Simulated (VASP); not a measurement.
Given:

```xyz
2
Lattice="1.2339 -2.1373 0.0000 1.2339 2.1373 0.0000 0.0000 0.0000 3.9850" Properties=species:S:1:pos:R:3 pbc="T T T"
Co     1.2339     0.7124     0.9963
Co     1.2339    -0.7124     2.9888
```
Starting moments (μB, in the order of the record's atoms Co Co): 1.6 1.6.

The numbers are results of PBE GGA with D3 dispersion (Becke-Johnson damping), VASP's PBE PAW potentials (set 64) (plane waves; VASP), not measurements. Numerical set-up: 520 eV cut-off, 19×19×10 Γ-centred mesh, tetrahedra with Blöchl corrections, potentials Co.

Q: What does the run give for the cell moment, energy per atom (σ→0), band gap (on the k-mesh) with the smallest direct gap where there is one?

A: 
- band gap (on the k-mesh): none (metal, semimetal or under 0.01 eV)
- cell moment: 3.14 μB
- energy per atom (σ→0): -7.460 eV/atom

Q: Give the moment on each site (PAW-sphere projection).

A: 
```csv
site,moment (μB)
Co1,1.58
Co2,1.58
```

Only differences to runs with the same potentials and settings are physical.

The compound is Co in the hcp structure. It was relaxed first, which changed the volume by -5 %.
